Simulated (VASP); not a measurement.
Input:

```xyz
6
Lattice="4.6873 0.0000 0.0000 -2.3437 4.0594 0.0000 0.0000 0.0000 10.3527" Properties=species:S:1:pos:R:3 pbc="T T T"
Hg     1.6116     2.7914     0.0000
Hg     1.4641     0.0000     6.9018
Hg     3.9553     1.2679     3.4509
Te     1.2001     2.0786     5.1763
Te     2.2872     0.0000     1.7254
Te     3.5437     1.9808     8.6272
```

These are r2SCAN meta-GGA, VASP's PBE PAW potentials (set 64) (plane waves; VASP) values and carry that method's errors. Run with 400 eV cut-off, 6×6×3 Γ-centred mesh, tetrahedra with Blöchl corrections, potentials Hg Te.

Unless said otherwise, spin-orbit coupling is left out, though it shifts the bands of the heavy elements here.

Problem. Predict the energy per atom (σ→0), band gap (over mesh and band path) with the smallest direct gap where there is one.

Solution. 
```yaml
band gap (over mesh and band path): 0.90 eV
smallest direct gap (over mesh and band path): 1.06 eV
energy per atom (σ→0): -37544 meV/atom
```

The structure comes from a computed database's HgTe entry (P3_221); how it stands against other phases isn't given here. It was relaxed first.
